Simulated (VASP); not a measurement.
These are PBE GGA with D4 dispersion, VASP's PBE PAW potentials (set 64) (plane waves; VASP) values and carry that method's errors.

The input files of a VASP run:

### INCAR
```
SYSTEM = GaSb
PREC = Accurate
ENCUT = 520
EDIFF = 1E-7
NELM = 100
ALGO = Normal
LREAL = .FALSE.
LASPH = .TRUE.
ISMEAR = 0
SIGMA = 0.05
GGA = PE
IVDW = 13
LMAXMIX = 4
LWAVE = .FALSE.
LCHARG = .FALSE.
LORBIT = 11
ICHARG = 11
```

File POSCAR:
```
GaSb
1
    0.0000000000     3.0575640746     3.0575640746
    3.0575640746     0.0000000000     3.0575640746
    3.0575640746     3.0575640746     0.0000000000
Ga Sb
1 1
Direct
  0.0000000000   0.0000000000   0.0000000000
  0.2500000000   0.2500000000   0.2500000000
```

File KPOINTS:
```
k-points along high-symmetry lines
15
Line-mode
Reciprocal
  0.000000   0.000000   0.000000 ! GAMMA
 -0.500000  -0.500000   0.000000 ! X

 -0.500000  -0.500000   0.000000 ! X
 -0.375000  -0.375000   0.250000 ! U

 -0.375000  -0.000000   0.375000 ! K
  0.000000   0.000000   0.000000 ! GAMMA

  0.000000   0.000000   0.000000 ! GAMMA
 -0.000000  -0.000000   0.500000 ! L

 -0.000000  -0.000000   0.500000 ! L
 -0.500000  -0.250000   0.250000 ! W

 -0.500000  -0.250000   0.250000 ! W
 -0.500000  -0.500000   0.000000 ! X
```

POTCAR, in this order: Ga_d Sb (PBE.64 set). Program: vasp_std. Read from the step before: CHGCAR.

Output

### OSZICAR
```
       N       E                     dE             d eps       ncg     rms          rms(c)
DAV:   1     0.796262334366E+02    0.79626E+02   -0.89729E+03  2340   0.172E+03
DAV:   2     0.193839412791E+00   -0.79432E+02   -0.76923E+02  2550   0.313E+02
DAV:   3    -0.569686083881E+01   -0.58907E+01   -0.56754E+01  2940   0.724E+01
DAV:   4    -0.580841144971E+01   -0.11155E+00   -0.11127E+00  2783   0.109E+01
DAV:   5    -0.581132773488E+01   -0.29163E-02   -0.29159E-02  3011   0.155E+00
DAV:   6    -0.581146494189E+01   -0.13721E-03   -0.13720E-03  3281   0.291E-01
DAV:   7    -0.581146598480E+01   -0.10429E-05   -0.10430E-05  3026   0.241E-02
DAV:   8    -0.581146600423E+01   -0.19434E-07   -0.19464E-07  2258   0.321E-03
   1 F= -.66584713E+01 E0= -.66571525E+01  d E =-.263769E-02
```

File OUTCAR:
```
 val. band max:        4.8834473862   @ k =   0.0000   0.0000   0.0000

 cond. band min:       4.9299865670   @ k =   0.0000   0.0000   0.0000



 k-point     1 :       0.0000    0.0000    0.0000
  band No.  band energies     occupation
      1     -10.1527      2.00000
      2     -10.1527      2.00000
      3     -10.1527      2.00000
      4     -10.1028      2.00000
      5     -10.1028      2.00000
      6      -6.6027      2.00000
      7       4.8834      1.74527
      8       4.8834      1.74526
      9       4.8834      1.74525
     10       4.9300      0.85917
     11       7.6597      0.00000
     12       7.6597      0.00000
     13       7.6597      0.00000

 k-point     2 :      -0.0357   -0.0357    0.0000
  band No.  band energies     occupation
      1     -10.1534      2.00000
      2     -10.1524      2.00000
      3     -10.1524      2.00000
      4     -10.1029      2.00000
      5     -10.1028      2.00000
      6      -6.5851      2.00000
      7       4.3115      2.00000
      8       4.8090      1.99882
      9       4.8090      1.99882
     10       5.4883      0.00000
     11       7.6040      0.00000
     12       7.7566      0.00000
     13       7.7566      0.00000

 k-point     3 :      -0.0714   -0.0714    0.0000
  band No.  band energies     occupation
      1     -10.1553      2.00000
      2     -10.1516      2.00000
      3     -10.1516      2.00000
      4     -10.1032      2.00000
      5     -10.1026      2.00000
      6      -6.5323      2.00000
      7       3.7142      2.00000
      8       4.6130      2.00000
      9       4.6130      2.00000
     10       6.0305      0.00000
     11       7.4695      0.00000
     12       8.0198      0.00000
     13       8.0198      0.00000

 k-point     4 :      -0.1071   -0.1071    0.0000
  band No.  band energies     occupation
      1     -10.1583      2.00000
      2     -10.1501      2.00000
      3     -10.1501      2.00000
      4     -10.1038      2.00000
...
```

The density is held fixed in this step, so its total energy and stress have no physical meaning. Unless said otherwise, spin-orbit coupling is left out, though it shifts the bands of the heavy elements here.

The compound is GaSb in the zinc blende structure. It was relaxed first.
